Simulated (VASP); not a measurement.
# AlN (P6_3mc) in VASP: Born charges and dielectric tensor with LDA

Aim: the Born charges and dielectric tensor of AlN with LDA.

Program: VASP 6.6.1. These are calculated values, not measurements. Logs are shortened: lines on timing, memory, paths and dates and some standing lists are left out, and cuts for length are marked.

**The experiment to reproduce.**

“Structural and optical properties of self-assembled AlN nanowires grown on SiO2/Si substrates by molecular beam epitaxy”, 2024, arxiv:2402.00216 quotes, for a bulk crystal of AlN at 0 K: band gap 6.0343 eV (an exciton energy, a little under the gap).

The results are compared with them further down.

**1. The structure**

The structure is hexagonal, space group P6_3mc (No. 186). The conventional cell has a = 3.092 Å, b = 3.092 Å, c = 4.948 Å, α = 90.00°, β = 90.00°, γ = 120.00°. Al (site symmetry 3m) is surrounded by 4 N at 1.88 to 1.89 Å. Around N (site symmetry 3m) lie 4 Al at 1.88 to 1.89 Å.

**2. Born charges and dielectric tensor, LDA**

File INCAR:

```
ALGO = Normal
EDIFF = 1E-8
ENCUT = 520
GGA = CA
IBRION = 8
ISIF = 2
ISMEAR = 0
KPAR = 4
LASPH = True
LCHARG = False
LEPSILON = True
LREAL = False
LWAVE = False
NELM = 60
NSW = 1
PREC = Accurate
SIGMA = 0.02
```

File KPOINTS:

```
k-points
0
Gamma
  12 12 6
```

File POSCAR:

```
AlN                                     
1.0
    3.0918179701      0.0000000000      0.0000000000
   -1.5459089850      2.6775929040      0.0000000000
    0.0000000000      0.0000000000      4.9484331530
  Al              N             
     2     2
Direct
     0.3333333300000021    0.6666666699999979    0.9990168638596373
     0.6666666699999979    0.3333333300000021    0.4990168638596373
     0.3333333300000021    0.6666666699999979    0.3809831361403653
     0.6666666699999979    0.3333333300000021    0.8809831361403653
```

Potentials or basis: VASP PAW LDA potentials, release 64 (Al, N).

Command:

```bash
$ cat potpaw_LDA.64/Al/POTCAR potpaw_LDA.64/N/POTCAR > POTCAR
$ mpirun -np 4 vasp_std > vasp.out
```

OUTCAR:

```text
EDIFF = 1E-8
   ENCUT = 520
   GGA = CA
   IBRION = 8
   ISIF = 2
   ISMEAR = 0
   LASPH = True
   LEPSILON = True
   LREAL = False
   NELM = 60
   NSW = 1
   PREC = Accurate

 ion  position               nearest neighbor table
   1  0.333  0.667  0.999-   4 1.88   4 1.88   4 1.88   3 1.89   2 3.05   2 3.05   2 3.05   2 3.05
                             2 3.05   2 3.05
   2  0.667  0.333  0.499-   3 1.88   3 1.88   3 1.88   4 1.89   1 3.05   1 3.05   1 3.05   1 3.05
                             1 3.05   1 3.05
   3  0.333  0.667  0.381-   2 1.88   2 1.88   2 1.88   1 1.89
   4  0.667  0.333  0.881-   1 1.88   1 1.88   1 1.88   2 1.89

  LATTYP: Found a hexagonal cell.
 ALAT       =     3.0918179701
 C/A-ratio  =     1.6004930435

  Lattice vectors:

 A1 = (   3.0918179701,   0.0000000000,   0.0000000000)
 A2 = (  -1.5459089850,   2.6775929040,   0.0000000000)
 A3 = (   0.0000000000,   0.0000000000,   4.9484331530)

Analysis of symmetry for initial positions (statically):
=====================================================================
 Subroutine PRICEL returns:
 Original cell was already a primitive cell.

 Routine SETGRP: Setting up the symmetry group for a
 hexagonal supercell.

 Subroutine GETGRP returns: Found 12 space group operations
 (whereof  6 operations were pure point group operations)
 out of a pool of 24 trial point group operations.

The static configuration has the point symmetry C_3v.
 The point group associated with its full space group is C_6v.

Analysis of symmetry for dynamics (positions and initial velocities):
=====================================================================
 Subroutine PRICEL returns:
 Original cell was already a primitive cell.

 Routine SETGRP: Setting up the symmetry group for a
 hexagonal supercell.

 Subroutine GETGRP returns: Found 12 space group operations
 (whereof  6 operations were pure point group operations)
[... 638 lines left out ...]
    1     2.50980     0.00000     0.00000
    2     0.00000     2.50980    -0.00000
    3    -0.00000     0.00000     2.67214
 ion    2
    1     2.50980     0.00000     0.00000
    2     0.00000     2.50980     0.00000
    3     0.00000     0.00000     2.67214
 ion    3
    1    -2.50980    -0.00000    -0.00000
    2    -0.00000    -2.50980     0.00000
    3     0.00000     0.00000    -2.67214
 ion    4
    1    -2.50980    -0.00000     0.00000
    2    -0.00000    -2.50980    -0.00000
    3     0.00000    -0.00000    -2.67214

 INTERNAL STRAIN TENSOR FOR ION    4 for displacements in x,y,z  (eV/Angst):
          X           Y           Z          XY          YZ          ZX
  --------------------------------------------------------------------------------
  x     0.00000    -0.00000     0.00000    11.09631     0.00000     5.60885
  y    11.09631   -11.09631     0.00000    -0.00000     5.64472     0.00000
  z     5.88729     5.88729   -13.03839     0.00000    -0.00000     0.00000

 SECOND DERIVATIVES (NOT SYMMETRIZED)
 ------------------------------------
               1X          1Y          1Z          2X          2Y          2Z          3X          3Y          3Z          4X          4Y          4Z
  1X   -16.420863   -0.000000    0.000000    0.673005    0.000000    0.000000    1.488962    0.000000    0.000000   14.258896    0.000000   -0.000000
  1Y    -0.000000  -16.420863    0.000000    0.000000    0.673005    0.000000    0.000000    1.488962    0.000000    0.000000   14.258896    0.000000
  1Z     0.000000    0.000000  -21.794476    0.000000    0.000000    8.604668    0.000000    0.000000    6.702501    0.000000   -0.000000    6.487307
  2X     0.673005    0.000000    0.000000  -16.420863   -0.000000    0.000000   14.258896    0.000000    0.000000    1.488962    0.000000   -0.000000
  2Y     0.000000    0.673005   -0.000000   -0.000000  -16.420863   -0.000000    0.000000   14.258896   -0.000000    0.000000    1.488962   -0.000000
  2Z    -0.000000   -0.000000    8.604668   -0.000000   -0.000000  -21.794476   -0.000000    0.000000    6.487307    0.000000   -0.000000    6.702501
  3X     1.487746    0.000000   -0.000000   14.256668    0.000000    0.000000  -16.486009   -0.000000    0.000000    0.741596    0.000000    0.000000
  3Y     0.000000    1.487746   -0.000000    0.000000   14.256668    0.000000   -0.000000  -16.486009    0.000000    0.000000    0.741596    0.000000
  3Z     0.000000   -0.000000    6.668863    0.000000   -0.000000    6.510767    0.000000   -0.000000  -20.378711    0.000000    0.000000    7.199081
  4X    14.256668    0.000000    0.000000    1.487746    0.000000    0.000000    0.741596    0.000000    0.000000  -16.486009   -0.000000    0.000000
  4Y     0.000000   14.256668    0.000000    0.000000    1.487746   -0.000000    0.000000    0.741596    0.000000   -0.000000  -16.486009   -0.000000
  4Z    -0.000000    0.000000    6.510767    0.000000    0.000000    6.668863    0.000000    0.000000    7.199081    0.000000    0.000000  -20.378711

 Eigenvectors and eigenvalues of the dynamical matrix
 ----------------------------------------------------

   1 f  =   21.941333 THz   137.861459 2PiTHz  731.884077 cm-1    90.742020 meV
             X         Y         Z           dx          dy          dz
     -0.000000  1.785062  4.943568    -0.000000   -0.000000    0.008053
      1.545909  0.892531  2.469352    -0.000000   -0.000000   -0.008053
     -0.000000  1.785062  1.885270     0.000000    0.000000   -0.707061
      1.545909  0.892531  4.359486     0.000000    0.000000    0.707061
[... 71 lines left out ...]
  12 f/i=    0.003423 THz     0.021505 2PiTHz    0.114168 cm-1     0.014155 meV
             X         Y         Z           dx          dy          dz
     -0.000000  1.785062  4.943568     0.000000   -0.000000   -0.573667
      1.545909  0.892531  2.469352     0.000000   -0.000000   -0.573667
     -0.000000  1.785062  1.885270     0.000000   -0.000000   -0.413407
      1.545909  0.892531  4.359486     0.000000   -0.000000   -0.413407

--------------------------------------------------------------------------------------------------------

 MACROSCOPIC STATIC DIELECTRIC TENSOR IONIC CONTRIBUTION
 ------------------------------------------------------
           3.534058     0.000000    -0.000000
           0.000000     3.534058    -0.000000
          -0.000000    -0.000000     4.784289
 ------------------------------------------------------

 ELASTIC MODULI CONTR FROM IONIC RELAXATION (kBar)
 Direction    XX          YY          ZZ          XY          YZ          ZX
 --------------------------------------------------------------------------------
 XX        -772.2550    360.0811    456.4137     -0.0000     -0.0000     -0.0000
 YY         360.0811   -772.2550    456.4137     -0.0000      0.0000      0.0000
 ZZ         456.4137    456.4137  -1010.8037      0.0000     -0.0000     -0.0000
 XY          -0.0000     -0.0000      0.0000   -566.1681     -0.0000      0.0000
 YZ          -0.0000      0.0000     -0.0000     -0.0000   -144.1342     -0.0000
 ZX          -0.0000      0.0000     -0.0000      0.0000     -0.0000   -153.1303
 --------------------------------------------------------------------------------

 PIEZOELECTRIC TENSOR IONIC CONTR  for field in x, y, z        (C/m^2)
          XX          YY          ZZ          XY          YZ          ZX
  --------------------------------------------------------------------------------
  x    -0.00000     0.00000    -0.00000     0.00000    -0.00000    -0.69221
  y    -0.00000     0.00000    -0.00000    -0.00000    -0.67157    -0.00000
  z    -0.93434    -0.93434     2.06926    -0.00000     0.00000     0.00000
```

OSZICAR:

```text
N       E                     dE             d eps       ncg     rms          rms(c)
DAV:   1     0.491317752714E+02    0.49132E+02   -0.76788E+03  1832   0.119E+03
DAV:   2    -0.341958933538E+02   -0.83328E+02   -0.77087E+02  2724   0.214E+02
DAV:   3    -0.379477377511E+02   -0.37518E+01   -0.37305E+01  2380   0.486E+01
[... 12 lines left out ...]
RMM:   8    -0.250577179872E+00   -0.12441E-05   -0.12066E-06  4356   0.381E-04    0.225E-04
RMM:   9    -0.250577003096E+00    0.17678E-06   -0.40781E-07  4349   0.152E-04    0.187E-05
RMM:  10    -0.250577209728E+00   -0.20663E-06   -0.19829E-07  4404   0.379E-05    0.102E-05
RMM:  11    -0.250577174006E+00    0.35722E-07   -0.45811E-08  4378   0.150E-05    0.289E-06
RMM:  12    -0.250577207350E+00   -0.33345E-07   -0.24076E-08  4236   0.703E-06    0.926E-07
RMM:  13    -0.250577198093E+00    0.92569E-08   -0.31018E-09  3032   0.247E-06    0.195E-07
 Linear response finished
```

Run time: 6.9 min. Hardware: 4 MPI ranks of AMD EPYC 7R43 (Zen 3), shared host; peak memory 0.51 GiB.

What came out:

* Band gap on the k mesh: 4.40 eV, direct
* Electronic dielectric tensor (diagonal): 4.40, 4.40, 4.62
* Born charges (mean of the diagonal): Al +2.56; N -2.56 e
* Highest phonon frequency at Γ, LO-TO splitting left out: 732 cm⁻¹

Phonon frequencies in cm⁻¹ (negative: imaginary):
```csv
q point,frequencies
"(0.000, 0.000, 0.000)",0 0 0 239 239 553 624 671 671 682 682 732
```

Electronic dielectric tensor:
```
4.40 0.00 0.00
0.00 4.40 0.00
0.00 0.00 4.62
```

Born effective charge tensors (e):
atom 1, Al
```
2.51 0.00 0.00
0.00 2.51 0.00
0.00 0.00 2.67
```
atom 2, Al
```
2.51 0.00 0.00
0.00 2.51 0.00
0.00 0.00 2.67
```
atom 3, N
```
-2.51  0.00  0.00
 0.00 -2.51  0.00
 0.00  0.00 -2.67
```
atom 4, N
```
-2.51  0.00  0.00
 0.00 -2.51  0.00
 0.00  0.00 -2.67
```

**3. Against experiment**

Step 2. Measured gap of AlN: 6.0343 eV (an exciton energy, a little under the gap; 0 K; quoted in “Structural and optical properties of self-assembled AlN nanowires grown on SiO2/Si substrates by molecular beam epitaxy”, 2024, arxiv:2402.00216). This calculation gives 4.40 eV (-1.64 eV). 2 values of this kind are on record (6.034 to 6.0343 eV); this one was drawn at random. The value is that of LDA on a finite k mesh, which can miss the band edges, without temperature or zero-point motion. Semilocal functionals fall short of measured gaps as a rule.
